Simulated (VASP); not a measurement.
**What goes wrong when Ruthenium is relaxed with a bad input**

Some relaxations of Ruthenium get a fault in the input on purpose. Which of them show, and how? The starting structure is a measured crystal structure from the Crystallography Open Database. The first relaxation on each setting starts from this cell expanded by 3 % in volume.

Calculated with VASP 6.6.1; Kohn-Sham DFT with plane waves and PAW; PBEsol.

**1. The starting structure**

It takes space group P6_3/mmc (No. 194, hexagonal). The conventional cell has a = 2.706 Å, b = 2.706 Å, c = 4.282 Å, α = 90.00°, β = 90.00°, γ = 120.00°. Ru has 12 Ru at 2.65 to 2.71 Å nearest.

**2. Reference relaxation**

This run starts from the cell of an earlier relaxation, which isn't shown; the restart sets up the plane waves anew.

INCAR reads:

```
SYSTEM = Ru
PREC = Accurate
ENCUT = 450
EDIFF = 1E-06
NELM = 100
ISMEAR = 1
SIGMA = 0.15
LREAL = .FALSE.
ALGO = Normal
GGA = PS
NBANDS = 20
LASPH = .TRUE.
LORBIT = 11
LWAVE = .FALSE.
LCHARG = .FALSE.
KPAR = 8
IBRION = 2
NSW = 50
ISIF = 3
EDIFFG = -0.006
```

POSCAR reads:

```
Ru
1.0
    2.6887417407      0.0000000000      0.0000000000
   -1.3443708704      2.3285186518      0.0000000000
    0.0000000000      0.0000000000      4.2527722423
Ru
2
Direct
    0.6666666667      0.3333333333      0.7500000000
    0.3333333333      0.6666666667      0.2500000000
```

KPOINTS reads:

```
Automatic mesh
0
Gamma
18 18 10
0 0 0
```

Potentials, in the order of the species: Ru_pv (PBE family, release 64).

Run with:

```console
$ mpirun -np 8 vasp_std
```

Output:

```text
[banner, memory and clock lines left out]
running    8 mpi-ranks, on    1 nodes
 distrk:  each k-point on    1 cores,    8 groups
 distr:  one band on    1 cores,    1 groups

 POSCAR found type information on POSCAR Ru
 POSCAR found :  1 types and       2 ions
|                                                                             |
|           W    W    AA    RRRRR   N    N  II  N    N   GGGG   !!!           |
|           W    W   A  A   R    R  NN   N  II  NN   N  G    G  !!!           |
|           W    W  A    A  R    R  N N  N  II  N N  N  G       !!!           |
|           W WW W  AAAAAA  RRRRR   N  N N  II  N  N N  G  GGG   !            |
|           WW  WW  A    A  R   R   N   NN  II  N   NN  G    G                |
|           W    W  A    A  R    R  N    N  II  N    N   GGGG   !!!           |
|                                                                             |
|     For optimal performance we recommend to set                             |
|       NCORE = 2 up to number-of-cores-per-socket                            |
|     NCORE specifies how many cores store one orbital (NPAR=cpu/NCORE).      |
|     This setting can greatly improve the performance of VASP for DFT.       |
|     The default, NCORE=1 might be grossly inefficient on modern             |
|     multi-core architectures or massively parallel machines. Do your        |
|     Unfortunately you need to use the default for GW and RPA                |
|     calculations (for HF NCORE is supported but not extensively tested      |
|     yet).                                                                   |
|                                                                             |

|                                                                             |
|               ----> ADVICE to this user running VASP <----                  |
|                                                                             |
|     You enforced a specific xc type in the INCAR file but a different       |
|     [... a line on the potential file left out ...]
|     I HOPE YOU KNOW WHAT YOU ARE DOING!                                     |
|                                                                             |

 LDA part: xc-table for (Slater+PW92), standard interpolation
 POSCAR, INCAR and KPOINTS ok, starting setup
 FFT: planning ... GRIDC
 FFT: planning ... GRID_SOFT
 FFT: planning ... GRID
 WAVECAR not read
 entering main loop
       N       E                     dE             d eps       ncg     rms          rms(c)
DAV:   1     0.261761982963E+03    0.26176E+03   -0.16405E+04  8888   0.141E+03
DAV:   2    -0.165594943277E+02   -0.27832E+03   -0.27051E+03  9144   0.434E+02
DAV:   3    -0.218853223152E+02   -0.53258E+01   -0.52837E+01 10096   0.673E+01
DAV:   4    -0.219282711653E+02   -0.42949E-01   -0.42905E-01 11624   0.571E+00
DAV:   5    -0.219288998452E+02   -0.62868E-03   -0.62685E-03  9932   0.571E-01    0.202E+01
DAV:   6    -0.204390742398E+02    0.14898E+01   -0.34122E+00 10412   0.186E+01    0.528E+00
DAV:   7    -0.203504969307E+02    0.88577E-01   -0.61866E-01 10172   0.574E+00    0.993E-01
DAV:   8    -0.203421473759E+02    0.83496E-02   -0.23892E-02  9940   0.121E+00    0.424E-01
DAV:   9    -0.203405644132E+02    0.15830E-02   -0.25817E-03 10148   0.572E-01    0.442E-02
DAV:  10    -0.203405512153E+02    0.13198E-04   -0.17861E-04 10016   0.136E-01    0.254E-02
DAV:  11    -0.203405524443E+02   -0.12290E-05   -0.51863E-06 10296   0.217E-02    0.136E-03
DAV:  12    -0.203405525115E+02   -0.67253E-07   -0.25597E-07  6068   0.477E-03
   1 F= -.20340553E+02 E0= -.20340240E+02  d E =-.203406E+02
 curvature:   0.00 expect dE= 0.000E+00 dE for cont linesearch  0.000E+00
 trial: gam= 0.00000 g(F)=  0.101E-46 g(S)=  0.103E-04 ort = 0.000E+00 (trialstep = 0.100E+01)
 search vector abs. value=  0.103E-04
 bond charge predicted
       N       E                     dE             d eps       ncg     rms          rms(c)
DAV:   1    -0.203407210799E+02   -0.16864E-03   -0.46343E-03  9256   0.670E-01    0.109E-01
DAV:   2    -0.203405562609E+02    0.16482E-03   -0.40153E-04  9492   0.196E-01    0.235E-02
DAV:   3    -0.203405462676E+02    0.99933E-05   -0.35296E-05  9868   0.496E-02    0.111E-02
DAV:   4    -0.203405478229E+02   -0.15553E-05   -0.24889E-06  8316   0.132E-02    0.276E-03
DAV:   5    -0.203405481742E+02   -0.35136E-06   -0.40487E-07  5552   0.612E-03
   2 F= -.20340548E+02 E0= -.20340234E+02  d E =0.433729E-05
 trial-energy change:    0.000004  1 .order    0.000006   -0.000010    0.000022
 step:   0.3171(harm=  0.3171)  dis= 0.00000  next Energy=   -20.340554 (dE=-0.164E-05)
 bond charge predicted
       N       E                     dE             d eps       ncg     rms          rms(c)
DAV:   1    -0.203406355862E+02   -0.87763E-04   -0.21448E-03  9132   0.456E-01    0.740E-02
DAV:   2    -0.203405606397E+02    0.74946E-04   -0.18725E-04  9192   0.134E-01    0.160E-02
DAV:   3    -0.203405551434E+02    0.54963E-05   -0.16379E-05  9640   0.337E-02    0.761E-03
DAV:   4    -0.203405544782E+02    0.66520E-06   -0.11371E-06  5724   0.901E-03
   3 F= -.20340554E+02 E0= -.20340241E+02  d E =-.196669E-05
 curvature:  -0.16 expect dE=-0.103E-05 dE for cont linesearch -0.211E-06
 trial: gam= 0.00000 g(F)=  0.235E-46 g(S)=  0.649E-05 ort =-0.371E-05 (trialstep = 0.863E+00)
 search vector abs. value=  0.649E-05
 reached required accuracy - stopping structural energy minimisation
```

The job ended after 11 s (8 MPI ranks of Intel Xeon 6975P-C (Granite Rapids), shared host; peak memory 1.5 GiB).

The logs omit lines about the potential files and the build; timing stands in the text.

Parts of OUTCAR (step 2):

```text
ion  position               nearest neighbor table
   1  0.667  0.333  0.750-   2 2.63   2 2.63   2 2.63   2 2.63   2 2.63   2 2.63
   2  0.333  0.667  0.250-   1 2.63   1 2.63   1 2.63   1 2.63   1 2.63   1 2.63

  LATTYP: Found a hexagonal cell.
 ALAT       =     2.6887417407
 C/A-ratio  =     1.5816960692

 Subroutine GETGRP returns: Found 24 space group operations
 (whereof 12 operations were pure point group operations)

The static configuration has the point symmetry D_3d.
 The point group associated with its full space group is D_6h.

 Found    222 irreducible k-points:

   k-points           NKPTS =    222   k-points in BZ     NKDIM =    222   number of bands    NBANDS=     20

   dimension x,y,z NGX =    20 NGY =   20 NGZ =   30
   dimension x,y,z NGXF=    40 NGYF=   40 NGZF=   60

   ENCUT  =  450.0 eV  33.07 Ry    5.75 a.u.   4.65  4.65  7.36*2*pi/ulx,y,z

   NELECT =      28.0000    total number of electrons

 k-points in reciprocal lattice and weights: Automatic mesh
   0.00000000  0.00000000  0.00000000       0.000
   0.05555556 -0.00000000  0.00000000       0.002
   0.11111111 -0.00000000  0.00000000       0.002
   0.16666667  0.00000000  0.00000000       0.002
   0.22222222 -0.00000000  0.00000000       0.002
   0.27777778  0.00000000  0.00000000       0.002
   0.33333333  0.00000000  0.00000000       0.002
   0.38888889  0.00000000  0.00000000       0.002
   0.44444444 -0.00000000  0.00000000       0.002
[...]
0.33333333  0.27777778  0.50000000       0.004
   0.33333333  0.33333333  0.50000000       0.001

 average (electrostatic) potential at core
       1 -66.7874       2 -66.7874

 E-fermi :  13.0562

 k-point     1 :       0.0000    0.0000    0.0000
  band No.  band energies     occupation
    ...
     11      10.5705      2.00000
     12      11.0910      2.00000
     13      11.0910      2.00000
     14      11.6297      2.00000
     15      11.6297      2.00000
     16      14.2960     -0.00000
     17      14.2960     -0.00000
     18      14.3299     -0.00000
     19      23.2865      0.00000
     20      23.3279      0.00000

 k-point     2 :       0.0556   -0.0000    0.0000
  band No.  band energies     occupation
    ...
     11      10.7915      2.00000
     12      11.0377      2.00000
     13      11.1794      2.00000
     14      11.5134      2.00000
     15      11.5552      2.00000
     16      13.1763      0.01945
     17      14.3433     -0.00000
     18      15.6069     -0.00000
     19      23.2845      0.00000
     20      23.3277      0.00000

 k-point     3 :       0.1111   -0.0000    0.0000
  band No.  band energies     occupation
    ...
     12      11.0832      2.00000
     13      11.1348      2.00000
     14      11.3566      2.00000
     15      11.4401      2.00000
     16      12.3520      2.00000
     17      14.4634     -0.00000
     18      16.9903      0.00000
     19      23.2766      0.00000
     20      23.3277      0.00000

  Total        0.0105541      0.0105541      0.0067933     -0.0000000     -0.0000000     -0.0000000
  in kB        0.6351927      0.6351927      0.4088495     -0.0000000     -0.0000000     -0.0000000
  external PRESSURE =       0.5597450 kB  Pullay stress =       0.0000000 kB

  energy-cutoff  :      450.00
  volume of cell :       26.62
      direct lattice vectors                 reciprocal lattice vectors
     2.688728653  0.000000000 -0.000000000     0.371922990  0.214729838  0.000000000
    -1.344364327  2.328507318  0.000000000    -0.000000000  0.429459677  0.000000000
     0.000000000  0.000000000  4.252099214     0.000000000 -0.000000000  0.235177956

 POSITION                                       TOTAL-FORCE (eV/Angst)
 -----------------------------------------------------------------------------------
      1.34436      0.77617      3.18907        -0.000000      0.000000      0.000000
     -0.00000      1.55234      1.06302         0.000000     -0.000000      0.000000
 -----------------------------------------------------------------------------------
    total drift:                               -0.000000      0.000000     -0.000000

  FREE ENERGIE OF THE ION-ELECTRON SYSTEM (eV)
  ---------------------------------------------------
  free  energy   TOTEN  =       -20.3405544782 eV

  energy  without entropy=      -20.3396154928  energy(sigma->0) =      -20.34024148

 reached required accuracy - stopping structural energy minimisation

 total charge
# of ion       s       p       d       tot
------------------------------------------
    1        0.412   6.329   5.966  12.706
    2        0.412   6.329   5.966  12.706
--------------------------------------------------
tot          0.823  12.658  11.931  25.413

[... 3 further parts left out ...]
```

The PAW data sets were made with PBE, which is usual practice but a small mismatch for other functionals. The run keeps the 24 symmetry operations of its start, so it cannot find a distortion of lower symmetry.

The reference relaxation ends at 13.311 Å³ an atom. Pressures at 0.985 and 1.015 times this volume, from two more relaxations that aren't shown, give a bulk modulus of 349.8 GPa.

**3. Relaxation with a loose electronic threshold**

A slip made on purpose: a loose electronic threshold. Against step 2 the input has EDIFF = 0.01 (also changed: NELM and NSW).

INCAR: that of step 2 with these lines changed.

```diff
@@ -3,4 +3,4 @@
 ENCUT = 450
-EDIFF = 1E-06
-NELM = 100
+EDIFF = 0.01
+NELM = 60
 ISMEAR = 1
@@ -17,3 +17,3 @@
 IBRION = 2
-NSW = 50
+NSW = 30
 ISIF = 3
```

POSCAR reads:

```
Ru
1.0
    2.7325918414      0.0000000000      0.0000000000
   -1.3662959207      2.3664939529      0.0000000000
    0.0000000000      0.0000000000      4.3242978068
Ru
2
Direct
    0.6666666667      0.3333333333      0.7500000000
    0.3333333333      0.6666666667      0.2500000000
```

KPOINTS is that of step 2.

Run with:

```console
$ mpirun -np 8 vasp_std
```

Output:

```text
[banner, memory and clock lines left out]
running    8 mpi-ranks, on    1 nodes
[...]
[... a notice as in an earlier step ...]

 [... a notice as in an earlier step ...]

 LDA part: xc-table for (Slater+PW92), standard interpolation
 POSCAR, INCAR and KPOINTS ok, starting setup
[...]
entering main loop
       N       E                     dE             d eps       ncg     rms          rms(c)
DAV:   1     0.260737745881E+03    0.26074E+03   -0.16488E+04  8936   0.140E+03
DAV:   2    -0.166557501904E+02   -0.27739E+03   -0.26976E+03  9148   0.431E+02
DAV:   3    -0.218880379387E+02   -0.52323E+01   -0.51976E+01 10172   0.663E+01
DAV:   4    -0.219299873467E+02   -0.41949E-01   -0.41912E-01 11752   0.560E+00
DAV:   5    -0.219305487982E+02   -0.56145E-03   -0.56016E-03  9076   0.549E-01    0.180E+01
DAV:   6    -0.203628331804E+02    0.15677E+01   -0.37760E+00 10264   0.193E+01    0.408E+00
DAV:   7    -0.202843874643E+02    0.78446E-01   -0.48785E-01 10380   0.501E+00    0.885E-01
DAV:   8    -0.202766207796E+02    0.77667E-02   -0.23383E-02  9872   0.108E+00
   1 F= -.20276621E+02 E0= -.20276310E+02  d E =-.202766E+02
[... from here on, the cycles between the ionic steps are left out ...]
   2 F= -.20152427E+02 E0= -.20152138E+02  d E =0.124194E+00
   3 F= -.20341856E+02 E0= -.20341535E+02  d E =-.652356E-01
   5 F= -.20341844E+02 E0= -.20341525E+02  d E =-.652229E-01
   7 F= -.20337817E+02 E0= -.20337525E+02  d E =0.407146E-02
   9 F= -.20341905E+02 E0= -.20341570E+02  d E =-.159328E-04
  11 F= -.20341906E+02 E0= -.20341585E+02  d E =-.173611E-04
  13 F= -.20341927E+02 E0= -.20341607E+02  d E =-.383635E-04
  15 F= -.20341929E+02 E0= -.20341609E+02  d E =-.404486E-04
  17 F= -.20341929E+02 E0= -.20341609E+02  d E =-.403670E-04
  19 F= -.20342206E+02 E0= -.20341918E+02  d E =-.277267E-03
  21 F= -.20341466E+02 E0= -.20341169E+02  d E =0.463262E-03
  23 F= -.20341974E+02 E0= -.20341659E+02  d E =-.445737E-04
  25 F= -.20341971E+02 E0= -.20341662E+02  d E =-.422106E-04
  27 F= -.20341982E+02 E0= -.20341672E+02  d E =-.533617E-04
  29 F= -.20339707E+02 E0= -.20339376E+02  d E =0.227560E-02
  30 F= -.20341517E+02 E0= -.20341216E+02  d E =0.465818E-03
[...]
opt :   1.0011  next Energy=   -20.342200 (dE=-0.217E-03)
```

Run time: 42 s. Hardware: 8 MPI ranks; peak memory 1.7 GiB.

OUTCAR, selected parts (step 3):

```text
  Total        0.4948064      0.4948064      1.2423046      0.0000000      0.0000000      0.0000000
  in kB       29.9017436     29.9017436     75.0739586      0.0000000      0.0000000      0.0000000
  external PRESSURE =      44.9591486 kB  Pullay stress =       0.0000000 kB

 POSITION                                       TOTAL-FORCE (eV/Angst)
 -----------------------------------------------------------------------------------
      1.34370      0.77579      3.17917        -0.000000     -0.000000      0.000000
     -0.00000      1.55157      1.05972         0.000000      0.000000      0.000000
 -----------------------------------------------------------------------------------
    total drift:                               -0.000000      0.000000     -0.000000

  FREE ENERGIE OF THE ION-ELECTRON SYSTEM (eV)
  ---------------------------------------------------
  free  energy   TOTEN  =       -20.3415165328 eV

  energy  without entropy=      -20.3406161126  energy(sigma->0) =      -20.34121639

[... 1 part as in an earlier step ...]

[... 2 further parts left out ...]
[key lines of the parts left out:]
E-fermi :  13.1208
```

Logs of long relaxations may skip ionic steps without a mark.

The relaxation used up its 30 ionic steps (NSW) before forces and stress met EDIFFG.

**4. Relaxation with a loose energy criterion for the relaxation**

A slip made on purpose: a loose energy criterion for the relaxation. Against step 2 the input has EDIFFG = 0.1 (also changed: NELM).

INCAR: that of step 3 with these lines changed.

```diff
@@ -3,3 +3,3 @@
 ENCUT = 450
-EDIFF = 0.01
+EDIFF = 1E-06
 NELM = 60
@@ -17,4 +17,4 @@
 IBRION = 2
-NSW = 30
+NSW = 50
 ISIF = 3
-EDIFFG = -0.006
+EDIFFG = 0.1
```

POSCAR is that of step 3.

KPOINTS is that of step 3.

Run with:

```console
$ mpirun -np 8 vasp_std
```

Output:

```text
[... set-up lines as in an earlier step ...]
 entering main loop
       N       E                     dE             d eps       ncg     rms          rms(c)
[... 4 cycles as in an earlier step ...]
DAV:   5    -0.219305497035E+02   -0.56236E-03   -0.56108E-03  9948   0.549E-01    0.180E+01
DAV:   6    -0.203628314980E+02    0.15677E+01   -0.37761E+00 10264   0.193E+01    0.408E+00
DAV:   7    -0.202843876721E+02    0.78444E-01   -0.48784E-01 10380   0.501E+00    0.885E-01
DAV:   8    -0.202766205808E+02    0.77671E-02   -0.23383E-02  9880   0.108E+00    0.346E-01
DAV:   9    -0.202752552958E+02    0.13653E-02   -0.22118E-03 10276   0.527E-01    0.386E-02
DAV:  10    -0.202752507698E+02    0.45260E-05   -0.13037E-04  9900   0.115E-01    0.205E-02
DAV:  11    -0.202752529694E+02   -0.21997E-05   -0.53650E-06 10392   0.212E-02    0.126E-03
DAV:  12    -0.202752529146E+02    0.54843E-07   -0.54571E-08  6036   0.218E-03
   1 F= -.20275253E+02 E0= -.20274938E+02  d E =-.202753E+02
[...]
N       E                     dE             d eps       ncg     rms          rms(c)
[...]
DAV:   8    -0.195837226874E+02   -0.35960E-06   -0.29422E-06  9240   0.161E-02
   2 F= -.19583723E+02 E0= -.19583437E+02  d E =0.691530E+00
 trial-energy change:    0.691530  1 .order    0.781972   -0.514000    2.077943
 step:   0.2361(harm=  0.1983)  dis= 0.00000  next Energy=   -20.337111 (dE=-0.619E-01)
[...]
N       E                     dE             d eps       ncg     rms          rms(c)
DAV:   1    -0.303861949666E+02   -0.10802E+02   -0.22975E+02  8896   0.179E+02    0.213E+01
DAV:   2    -0.204098932057E+02    0.99763E+01   -0.28704E+01  8880   0.508E+01    0.107E+01
DAV:   3    -0.202399229161E+02    0.16997E+00   -0.12204E+00  8968   0.988E+00    0.457E+00
DAV:   4    -0.203183633829E+02   -0.78440E-01   -0.39285E-02 10160   0.153E+00    0.187E+00
DAV:   5    -0.203419501797E+02   -0.23587E-01   -0.17604E-02 10444   0.101E+00    0.190E-01
DAV:   6    -0.203417307946E+02    0.21939E-03   -0.27976E-04  9400   0.167E-01    0.290E-02
DAV:   7    -0.203417321134E+02   -0.13188E-05   -0.51165E-06  9676   0.229E-02    0.118E-02
DAV:   8    -0.203417311389E+02    0.97447E-06   -0.37649E-07  5956   0.548E-03
   3 F= -.20341731E+02 E0= -.20341415E+02  d E =-.664782E-01
[...]
reached required accuracy - stopping structural energy minimisation
```

Wall time 13 s (8 MPI ranks); peak memory 1.6 GiB.

From OUTCAR (step 4):

```text
  Total       -0.1907001     -0.1907001     -0.1629555      0.0000000      0.0000000      0.0000000
  in kB      -11.4386606    -11.4386606     -9.7744713      0.0000000      0.0000000      0.0000000
  external PRESSURE =     -10.8839308 kB  Pullay stress =       0.0000000 kB

 POSITION                                       TOTAL-FORCE (eV/Angst)
 -----------------------------------------------------------------------------------
      1.34613      0.77719      3.19140        -0.000000      0.000000      0.000000
     -0.00000      1.55438      1.06380         0.000000     -0.000000      0.000000
 -----------------------------------------------------------------------------------
    total drift:                               -0.000000      0.000000     -0.000000

  FREE ENERGIE OF THE ION-ELECTRON SYSTEM (eV)
  ---------------------------------------------------
  free  energy   TOTEN  =       -20.3417311389 eV

  energy  without entropy=      -20.3407832828  energy(sigma->0) =      -20.34141519

[... 2 parts as in an earlier step ...]

[... 2 further parts left out ...]
[key lines of the parts left out:]
E-fermi :  12.9939
```

With a loose energy criterion for the relaxation the cell ends at 13.355 Å³ an atom, +0.34 % from the reference.

(Part 1 of 2 ends here.)

[Lines on the potential files, build, host, timing and source positions are cut from VASP's logs without a mark.]

[Logs are printed without paths, hosts, clocks, repeated set-up lines and the standing remarks that a program may print on its own settings, such as how far it seeks lower states.]

[Hosts, paths, dates, database ids (printed as entryN), source tags and the programs' standing remarks are cut or masked in the printed files.]
